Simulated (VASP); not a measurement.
# GW on BN (Qingsongite)

How does the gap of BN (Qingsongite) change from the starting functional to GW? The cell is of the zinc-blende type, one of the forms listed for this formula. The start is a cell from a database of measured crystal structures.

Method: PBE; plane waves and PAW (B_GW, N_GW), in the first sound run; inputs show where later runs differ, in VASP 6.6.1.

Most raw output is cut from this account.

## (1) Starting point

Symmetry: F-43m, No. 216, cubic system. Conventional cell: a = 3.615 Å, b = 3.615 Å, c = 3.615 Å, α = 90.00°, β = 90.00°, γ = 90.00°. Nearest to B lie 4 N at 1.57 Å. N has 4 B at 1.57 Å nearest. Farther neighbours and most contacts between anions are not listed.

As a file:

```cif
data_structure
_symmetry_space_group_name_H-M 'F-43m'
_symmetry_Int_Tables_number 216
_cell_length_a 3.6150
_cell_length_b 3.6150
_cell_length_c 3.6150
_cell_angle_alpha 90.000
_cell_angle_beta 90.000
_cell_angle_gamma 90.000
_cell_volume 47.24
loop_
_atom_site_label
_atom_site_type_symbol
_atom_site_symmetry_multiplicity
_atom_site_Wyckoff_symbol
_atom_site_fract_x
_atom_site_fract_y
_atom_site_fract_z
_atom_site_occupancy
B1 B 4 a 0.00000 0.00000 0.00000 1
N1 N 4 d 0.25000 0.25000 0.75000 1
```

## (2) Ground state, k-mesh 6×6×6

The orbitals come from a self-consistent PBE run with a tight EDIFF and a narrow smearing. KPOINTS_OPT adds the bands along a path, which shows whether the mesh holds the band edges.

Contents of INCAR:

```
SYSTEM = BN
PREC = Accurate
ENCUT = 450
EDIFF = 1E-08
NELM = 100
ISMEAR = 0
SIGMA = 0.01
LREAL = .FALSE.
ALGO = Normal
GGA = PE
NBANDS = 10
LORBIT = 11
LWAVE = .TRUE.
LCHARG = .FALSE.
KPAR = 8
```

Contents of POSCAR:

```
BN
1.0
    0.0000000000      1.8075000000      1.8075000000
    1.8075000000      0.0000000000      1.8075000000
    1.8075000000      1.8075000000      0.0000000000
B N
1 1
Direct
    0.0000000000      0.0000000000      0.0000000000
    0.2500000000      0.2500000000      0.2500000000
```

Contents of KPOINTS:

```
Automatic mesh
0
Gamma
6 6 6
0 0 0
```

Contents of KPOINTS_OPT:

```
Line mode
12
Line-mode
Reciprocal
  0.00000000   0.00000000   0.00000000 GAMMA
  0.50000000   0.00000000   0.50000000 X

  0.50000000   0.00000000   0.50000000 X
  0.50000000   0.25000000   0.75000000 W

  0.50000000   0.25000000   0.75000000 W
  0.37500000   0.37500000   0.75000000 K

  0.37500000   0.37500000   0.75000000 K
  0.00000000   0.00000000   0.00000000 GAMMA

  0.00000000   0.00000000   0.00000000 GAMMA
  0.50000000   0.50000000   0.50000000 L

  0.50000000   0.50000000   0.50000000 L
  0.62500000   0.25000000   0.62500000 U

  0.62500000   0.25000000   0.62500000 U
  0.50000000   0.25000000   0.75000000 W

  0.50000000   0.25000000   0.75000000 W
  0.50000000   0.50000000   0.50000000 L

  0.50000000   0.50000000   0.50000000 L
  0.37500000   0.37500000   0.75000000 K

  0.62500000   0.25000000   0.62500000 U
  0.50000000   0.00000000   0.50000000 X
```

PAW data sets: B_GW and N_GW (PBE family, release 64).

On the command line:

```bash
> mpirun -np 8 vasp_std
```

Run time: 3 s. Hardware: 8 MPI ranks of Intel Xeon Platinum 8488C (Sapphire Rapids), shared host; peak memory 0.86 GiB; 17 s of CPU time.

This step gave:

```yaml
free_energy_toten: -17.44 eV
fermi_energy: 7.584 eV
pressure: -0.5952 GPa
least_gap_on_mesh_and_path: 4.458 eV
least_direct_gap_on_mesh_and_path: 8.818 eV
```

The highest empty bands on the path are converged less tightly, to about 0.1 eV. The electronic bands at the labelled points (eV, zero at the valence-band top; v1 is the highest filled band, c1 the lowest empty one):

| point | v3 | v2 | v1 | c1 | c2 | c3 | c4 |
| --- | --- | --- | --- | --- | --- | --- | --- |
| Γ | 0.00 | 0.00 | 0.00 | 8.82 | 8.82 | 8.82 | 10.34 |
| 0.55 of the way | -4.54 | -3.32 | -3.32 | 6.50 | 11.21 | 14.04 | 14.04 |
| X | -8.92 | -4.91 | -4.91 | 4.46 | 9.23 | 17.93 | 17.93 |
| 0.55 of the way | -8.43 | -5.88 | -5.84 | 6.85 | 11.18 | 15.95 | 17.30 |
| W | -7.59 | -6.97 | -6.51 | 9.60 | 13.31 | 14.51 | 14.65 |
| 0.55 of the way | -7.99 | -7.48 | -4.94 | 7.99 | 13.05 | 14.73 | 16.52 |
| K | -8.13 | -7.67 | -4.08 | 6.91 | 12.87 | 15.83 | 16.69 |
| 0.55 of the way | -5.14 | -3.44 | -0.90 | 10.38 | 10.58 | 10.93 | 13.34 |
| Γ | 0.00 | 0.00 | 0.00 | 8.82 | 8.82 | 8.82 | 10.34 |
| 0.55 of the way | -6.15 | -1.26 | -1.26 | 9.72 | 10.46 | 10.46 | 13.88 |
| L | -10.70 | -1.94 | -1.94 | 10.14 | 10.71 | 10.71 | 15.26 |
| 0.55 of the way | -9.80 | -4.82 | -2.99 | 8.66 | 13.04 | 13.09 | 15.56 |
| U | -8.13 | -7.67 | -4.08 | 6.91 | 12.87 | 15.83 | 16.69 |
| 0.55 of the way | -7.92 | -7.39 | -5.25 | 8.37 | 13.12 | 14.47 | 16.28 |
| W | -7.59 | -6.97 | -6.51 | 9.60 | 13.31 | 14.51 | 14.65 |
| 0.55 of the way | -9.87 | -4.46 | -3.20 | 9.66 | 11.04 | 13.93 | 15.72 |
| L | -10.70 | -1.94 | -1.94 | 10.14 | 10.71 | 10.71 | 15.26 |
| 0.45 of the way | -10.07 | -4.09 | -2.73 | 9.10 | 12.34 | 12.46 | 15.63 |
| K | -8.13 | -7.67 | -4.08 | 6.91 | 12.87 | 15.83 | 16.69 |
| jump to U | -8.13 | -7.67 | -4.08 | 6.91 | 12.87 | 15.83 | 16.69 |
| 0.45 of the way | -8.67 | -6.13 | -4.65 | 5.55 | 10.36 | 17.23 | 17.49 |
| X | -8.92 | -4.91 | -4.91 | 4.46 | 9.23 | 17.93 | 17.93 |

Of the projections kept (B, N), the largest for each band there; the rest of the weight can lie on other orbitals:

| point | v3 | v2 | v1 | c1 | c2 | c3 | c4 |
| --- | --- | --- | --- | --- | --- | --- | --- |
| Γ | N 0.86 | N 0.86 | N 0.86 | B 0.93 | B 0.93 | B 0.93 | N 0.74 |
| X | N 0.54 | N 0.62 | N 0.62 | B 0.56 | B 0.91 | B 0.57 | B 0.57 |
| W | B 0.51 | N 0.66 | N 0.54 | N 0.87 | B 0.74 | B 1.00 | B 0.52 |
| K | N 0.51 | N 0.59 | N 0.64 | B 0.56 | B 0.59 | B 0.61 | B 0.63 |
| Γ | N 0.86 | N 0.86 | N 0.86 | B 0.93 | B 0.93 | B 0.93 | N 0.74 |
| L | B 0.50 | N 0.72 | N 0.72 | B 0.60 | B 0.79 | B 0.79 | N 0.79 |

The cell has a gap of 4.46 eV on mesh and path.

## (3) Empty bands, k-mesh 6×6×6

ALGO = Exact makes the empty bands from the converged ground state in one step. LOPTICS writes the k-derivatives of the orbitals (WAVEDER), which give the long-wavelength limit of the screening.

Contents of INCAR:

```
SYSTEM = BN
PREC = Accurate
ENCUT = 450
ISMEAR = 0
SIGMA = 0.01
LREAL = .FALSE.
GGA = PE
NBANDS = 32
ALGO = Exact
NELM = 1
LWAVE = .TRUE.
LCHARG = .FALSE.
LOPTICS = .TRUE.
NEDOS = 1000
CSHIFT = 0.1
```

POSCAR is that of step 2.

KPOINTS is that of step 2.

On the command line:

```bash
> mpirun -np 8 vasp_std
```

Wall time 2 s (8 MPI ranks); peak memory 0.8 GiB; 11 s of CPU time.

The gap is read on the k-mesh alone, so it is an upper bound where the band edges lie off the mesh.

A gap read on the k-mesh alone can miss the band edges.

This step gave:

| Quantity | Value |
| --- | --- |
| gap on the k-mesh | 4.458 eV |
| least direct gap on the k-mesh | 8.818 eV |

WAVECAR now holds 32 bands for 8 electrons. Its independent-particle dielectric tensor has xx, yy, zz = 4.8, 4.8, 4.8 on this mesh, which isn't tested for convergence in mesh or bands and lacks local fields.

## (4) G0W0, k-mesh 6×6×6

This step: G0W0 on PBE; plane waves and PAW (B_GW, N_GW) (VASP 6.6.1).

G0W0 keeps orbitals and screening fixed and shifts each of the lowest NBANDSGW levels once.

Contents of INCAR:

```
SYSTEM = BN
PREC = Accurate
ENCUT = 450
ISMEAR = 0
SIGMA = 0.01
LREAL = .FALSE.
GGA = PE
NBANDS = 32
ALGO = EVGW0
NELMGW = 1
ENCUTGW = 100
NOMEGA = 48
PRECFOCK = Fast
NBANDSGW = 16
LWAVE = .FALSE.
LCHARG = .FALSE.
```

POSCAR is that of step 3.

KPOINTS is that of step 3.

On the command line:

```bash
> mpirun -np 8 vasp_std
```

Run time: 16 s. Hardware: 8 MPI ranks; peak memory 0.91 GiB; 2 min of CPU time.

Numbers from this step:

| Property | Result |
| --- | --- |
| quasiparticle gap on the mesh | 5.741 eV |
| smallest direct quasiparticle gap on the mesh | 10.81 eV |
| gap of the starting orbitals on the mesh | 4.458 eV |

GW takes the gap from 4.458 to 5.741 eV. The value holds for 32 bands, ENCUTGW = 100 eV and this mesh, and isn't shown to be converged in them.

## (5) Ground state, k-mesh 8×8×8

This step: PBE; plane waves and PAW (B_GW, N_GW) (VASP 6.6.1).

The orbitals come from a self-consistent PBE run. A small SIGMA keeps every occupation at zero or full.

Contents of INCAR:

```
SYSTEM = BN
PREC = Accurate
ENCUT = 450
EDIFF = 1E-08
NELM = 100
ISMEAR = 0
SIGMA = 0.01
LREAL = .FALSE.
ALGO = Normal
GGA = PE
NBANDS = 10
LORBIT = 11
LWAVE = .TRUE.
LCHARG = .FALSE.
KPAR = 8
```

POSCAR is that of step 4.

Contents of KPOINTS:

```
Automatic mesh
0
Gamma
8 8 8
0 0 0
```

On the command line:

```bash
> mpirun -np 8 vasp_std
```

Wall time 2.2 s (8 MPI ranks); peak memory 0.83 GiB; 10 s of CPU time.

The cell has a gap of 4.46 eV on this mesh.

The run ends at a pressure of -0.65 GPa.

## (6) Empty bands, k-mesh 8×8×8

The empty bands are made again, for the run that follows.

Contents of INCAR:

```
SYSTEM = BN
PREC = Accurate
ENCUT = 450
ISMEAR = 0
SIGMA = 0.01
LREAL = .FALSE.
GGA = PE
NBANDS = 32
ALGO = Exact
NELM = 1
LWAVE = .TRUE.
LCHARG = .FALSE.
LOPTICS = .TRUE.
NEDOS = 1000
CSHIFT = 0.1
```

POSCAR is that of step 5.

KPOINTS is that of step 5.

On the command line:

```bash
> mpirun -np 8 vasp_std
```

The job ended after 2.8 s (8 MPI ranks; peak memory 0.84 GiB).

## (7) G0W0, k-mesh 8×8×8

This step: G0W0 on PBE; plane waves and PAW (B_GW, N_GW) (VASP 6.6.1).

The mesh goes to 8×8×8.

Contents of INCAR:

```
SYSTEM = BN
PREC = Accurate
ENCUT = 450
ISMEAR = 0
SIGMA = 0.01
LREAL = .FALSE.
GGA = PE
NBANDS = 32
ALGO = EVGW0
NELMGW = 1
ENCUTGW = 100
NOMEGA = 48
PRECFOCK = Fast
NBANDSGW = 16
LWAVE = .FALSE.
LCHARG = .FALSE.
```

POSCAR is that of step 6.

KPOINTS is that of step 6.

On the command line:

```bash
> mpirun -np 8 vasp_std
```

The job ended after 66 s (8 MPI ranks; peak memory 1.2 GiB; 8.4 min of CPU time).

The gap is now 5.742 eV, +1 meV against the GW run before.

## (8) Ground state, k-mesh 10×10×10

This step: PBE; plane waves and PAW (B_GW, N_GW) (VASP 6.6.1).

Many-body steps start from the orbitals of a self-consistent run, here PBE. EDIFF is tight for accurate orbitals, and a narrow smearing avoids fractional occupations.

Contents of INCAR:

```
SYSTEM = BN
PREC = Accurate
ENCUT = 450
EDIFF = 1E-08
NELM = 100
ISMEAR = 0
SIGMA = 0.01
LREAL = .FALSE.
ALGO = Normal
GGA = PE
NBANDS = 10
LORBIT = 11
LWAVE = .TRUE.
LCHARG = .FALSE.
KPAR = 8
```

POSCAR is that of step 7.

Contents of KPOINTS:

```
Automatic mesh
0
Gamma
10 10 10
0 0 0
```

On the command line:

```bash
> mpirun -np 8 vasp_std
```

It took 2.6 s on 8 MPI ranks; peak memory 0.86 GiB; 15 s of CPU time.

The cell has a gap of 4.46 eV on this mesh.

The run ends at a pressure of -0.64 GPa.

## (9) Empty bands, k-mesh 10×10×10

Contents of INCAR:

```
SYSTEM = BN
PREC = Accurate
ENCUT = 450
ISMEAR = 0
SIGMA = 0.01
LREAL = .FALSE.
GGA = PE
NBANDS = 32
ALGO = Exact
NELM = 1
LWAVE = .TRUE.
LCHARG = .FALSE.
LOPTICS = .TRUE.
NEDOS = 1000
CSHIFT = 0.1
```

POSCAR is that of step 8.

KPOINTS is that of step 8.

On the command line:

```bash
> mpirun -np 8 vasp_std
```

Wall time 4 s (8 MPI ranks); peak memory 0.83 GiB.

## (10) G0W0, k-mesh 10×10×10

This step: G0W0 on PBE; plane waves and PAW (B_GW, N_GW) (VASP 6.6.1).

The mesh goes to 10×10×10.

Contents of INCAR:

```
SYSTEM = BN
PREC = Accurate
ENCUT = 450
ISMEAR = 0
SIGMA = 0.01
LREAL = .FALSE.
GGA = PE
NBANDS = 32
ALGO = EVGW0
NELMGW = 1
ENCUTGW = 100
NOMEGA = 48
PRECFOCK = Fast
NBANDSGW = 16
LWAVE = .FALSE.
LCHARG = .FALSE.
```

POSCAR is that of step 9.

KPOINTS is that of step 9.

On the command line:

```bash
> mpirun -np 8 vasp_std
```

The job ended after 3.2 min (8 MPI ranks; peak memory 1.8 GiB; 25 min of CPU time).

The gap is now 5.736 eV, -5 meV against the GW run before.

## (11) Summary

This step: GW series: G0W0 on PBE; plane waves and PAW (VASP 6.6.1).

This step runs nothing: it gathers the runs above.

Cost is wall time times ranks on a shared host, with the step that makes the empty bands. GW runs:

| level | bands | ENCUTGW (eV) | NOMEGA | k mesh | starting gap (eV) | quasiparticle gap (eV) | direct gap (eV) | cost (core minutes) |
| --- | --- | --- | --- | --- | --- | --- | --- | --- |
| G0W0 | 32 | 100 | 48 | 6x6x6 | 4.458 | 5.741 | 10.81 | 2.45 |
| G0W0 | 32 | 100 | 48 | 8x8x8 | 4.46 | 5.742 | 10.81 | 9.17 |
| G0W0 | 32 | 100 | 48 | 10x10x10 | 4.46 | 5.736 | 10.81 | 26.41 |

## (12) What came out

* G0W0 on PBE, 32 bands, ENCUTGW 100 eV, NOMEGA 48, mesh 10×10×10: 4.460 → 5.736 eV
* G0W0 on PBE, 32 bands, ENCUTGW 100 eV, NOMEGA 48, mesh 6×6×6: 4.458 → 5.741 eV

What this shows: G0W0 gives a quasiparticle gap of 5.736 eV on the mesh, 1.28 eV over the PBE gap on the same mesh. On mesh and path the starting valence top lies at Γ and the conduction bottom at (0.5, 0.5, 0), so the starting gap is indirect. Both points lie on the GW mesh. The steps of the series move the gap by +1, -6 meV; the last costs 2.9 times the one before. The last step lies within a tolerance of 30 meV, picked for this account, and the last two together move the gap by -4 meV. Every mesh holds the starting band edges. Bands and response cutoff weren't varied. Not tabulated here, as repeats of values shown or as unfit to read for their mesh, reference level or band range: eps2 curves (empty bands); eps1 curves and static values (empty bands); gaps (empty bands).

[Lines on the potential files, build, host, timing and source positions are cut from VASP's logs without a mark.]

[Logs are printed without paths, hosts, clocks, repeated set-up lines and the standing remarks that a program may print on its own settings, such as how far it seeks lower states.]

[Hosts, paths, dates, database ids (printed as entryN), source tags and the programs' standing remarks are cut or masked in the printed files.]

[Pressures printed for these runs are not shown converged in the cutoff: they can be off by several GPa and have the wrong sign.]
